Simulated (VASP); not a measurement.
ZnO:

```
Zn O
1.0
     3.24931    0.00000    0.00000
    -1.62465    2.81398    0.00000
     0.00000    0.00000    5.20571
Zn O
2 2
Direct
  0.33333 0.66667 0.50000
  0.66667 0.33333 0.00000
  0.66667 0.33333 0.37901
  0.33333 0.66667 0.87901
```

| Property | Result |
| --- | --- |
| Program | VASP 6.6.1 |
| Task | relaxation of cell and atoms |
| Functional | PBE |
| Potentials or basis | VASP PAW PBE potentials, release 64 (Zn, O) |
| Cutoff | 600 eV |
| k mesh | 9 × 9 × 5 |
| Occupations | gaussian, width 0.03 eV |
| Spin | no spin polarisation |

At the start: pressure 5.8 GPa; volume 11.90 Å³/atom.

Problem. How do energy, volume and symmetry change on relaxing?

Solution. Over 14 steps the energy falls by 8.9 meV/atom and the volume is 12.39 Å³/atom (+4.1 %); space group P6_3mc (No. 186, to 0.05 Å).

Step by step:
```tsv
step	energy change (eV)	largest force (eV/Å)	pressure (GPa)	volume (Å³)
1	0.0000	0.0741	5.83	47.60
2	-0.0270	0.0268	-2.61	50.64
3	-0.0357	0.0011	-0.01	49.59
4	-0.0357	0.0022	-0.06	49.63
5	-0.0357	0.0108	-0.01	49.62
6	-0.0357	0.0152	-0.10	49.62
7	-0.0358	0.0116	-0.01	49.57
8	-0.0357	0.0100	0.08	49.54
9	-0.0357	0.0103	0.14	49.54
10	-0.0358	0.0109	0.11	49.56
11	-0.0358	0.0125	0.00	49.56
12	-0.0358	0.0103	0.12	49.56
13	-0.0358	0.0121	0.06	49.56
14	-0.0358	0.0025	0.06	49.57
```

Final structure:
```yaml
crystal:
  lattice:
    - [3.28636, 0.00000, 0.00000]
    - [-1.64318, 2.84607, 0.00000]
    - [0.00000, 0.00000, 5.29982]
  atoms:
    - { symbol: Zn, position: [0.33333, 0.66667, 0.49982] }
    - { symbol: Zn, position: [0.66667, 0.33333, 0.99982] }
    - { symbol: O, position: [0.66667, 0.33333, 0.37919] }
    - { symbol: O, position: [0.33333, 0.66667, 0.87919] }
```
